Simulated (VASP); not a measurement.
A VASP calculation is set up with these files.

**KPOINTS**
```
Automatic mesh
0
Gamma
7 7 4
0 0 0
```

**POSCAR**
```
GaN
1
    1.6412639409    -2.8427524930     0.0000000000
    1.6412639409     2.8427524930     0.0000000000
    0.0000000000     0.0000000000     5.3600204733
Ga N
2 2
Direct
  0.6666670000   0.3333330000   0.5002970755
  0.3333330000   0.6666670000   0.0002970755
  0.6666670000   0.3333330000   0.8767029245
  0.3333330000   0.6666670000   0.3767029245
```

### INCAR
```
ENCUT = 520
EDIFFG = -0.02
SYSTEM = GaN
ISIF = 3   # ions, shape and volume
NSW = 60   # most ionic steps
EDIFF = 1E-6   # SCF stop (eV)
PREC = Accurate
LASPH = .TRUE.
ZAB_VDW = -1.8867
LMAXMIX = 4
NELM = 100   # most electronic steps
LCHARG = .FALSE.
GGA = ML
AGGAC = 0.0
LWAVE = .FALSE.
ISMEAR = 0
LUSE_VDW = .TRUE.
LREAL = .FALSE.
IBRION = 2   # conjugate gradients
SIGMA = 0.05   # width (eV)
ALGO = Normal
```

POTCAR, in this order: Ga_d N (PBE.64 set). Program: vasp_std.

Q: Write an equivalent input for Quantum ESPRESSO's pw.x.

A: One equivalent input (not run):
```
&CONTROL
  calculation = 'vc-relax'
  pseudo_dir = './pseudo'
  outdir = './out'
  tprnfor = .true.
  tstress = .true.
  nstep = 60
  forc_conv_thr = 0.00078
/
&SYSTEM
  ibrav = 0
  nat = 4
  ntyp = 2
  ecutwfc = 84
  occupations = 'smearing'
  smearing = 'gaussian'
  degauss = 0.003675
  input_dft = 'vdw-df2'
/
&ELECTRONS
  conv_thr = 7.3e-08
  electron_maxstep = 100
/
&IONS
/
&CELL
/
ATOMIC_SPECIES
  Ga 69.723 Ga.upf
  N 14.007 N.upf
CELL_PARAMETERS angstrom
     1.6412639   -2.8427525    0.0000000
     1.6412639    2.8427525    0.0000000
     0.0000000    0.0000000    5.3600205
ATOMIC_POSITIONS crystal
  Ga   0.6666670  0.3333330  0.5002971
  Ga   0.3333330  0.6666670  0.0002971
  N    0.6666670  0.3333330  0.8767029
  N    0.3333330  0.6666670  0.3767029
K_POINTS automatic
  7 7 4 0 0 0
```
What does not carry over: the potentials are each code's own (VASP's PAW set, PseudoDojo norm-conserving files in pw.x), so ENCUT and ecutwfc are chosen apart and not converted; conv_thr bounds pw.x's estimated SCF error, while EDIFF bounds the energy change between steps; forc_conv_thr acts on force components and is met together with etot_conv_thr.

The compound is GaN in the wurtzite structure. This run relaxes it. Symmetry was kept, so distortions that lower it aren't found. The start is the result of an earlier pass.
